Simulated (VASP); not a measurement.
Here is a VASP 6.6.1 calculation.

Contents of INCAR:

```
  PREC = Accurate
  ENCUT = 520
  EDIFF = 1E-7
  ISMEAR = 0
  SIGMA = 0.02
  LREAL = F
  LASPH = T
  NELM = 100
  ALGO = Fast
  ISIF = 2
  LWAVE = F
  LCHARG = T
  LNONCOLLINEAR = T
  MAGMOM = 0 0 0 0 0 0
  LORBIT = 11
  LSORBIT = T
  GGA_COMPAT = F
  GGA = PE
  LVHAR = T
```

Contents of KPOINTS:

```
regular mesh
0
Gamma
  8 8 8
```

Contents of POSCAR:

```
GaAs
1.0
    0.0000000000      2.8265000000      2.8265000000
    2.8265000000      0.0000000000      2.8265000000
    2.8265000000      2.8265000000      0.0000000000
Ga As
1 1
Direct
    0.0000000000      0.0000000000      0.0000000000
    0.2500000000      0.2500000000      0.2500000000
```

Potentials or basis: VASP PAW PBE potentials, release 64 (Ga_d, As).

Launch:

```bash
$ cat potpaw_PBE.64/Ga_d/POTCAR potpaw_PBE.64/As/POTCAR > POTCAR
$ mpirun -np 1 vasp_ncl > vasp.out
```

**Question.** What does it give for the pressure?

**Answer.** 3.5 GPa.

**Question.** What does it give for the net moment?

**Answer.** 0.00 μB per cell.

Moments on the atoms (μB; x, y, z):
```
Ga  0.00 0.00 0.00
As  0.00 0.00 0.00
```
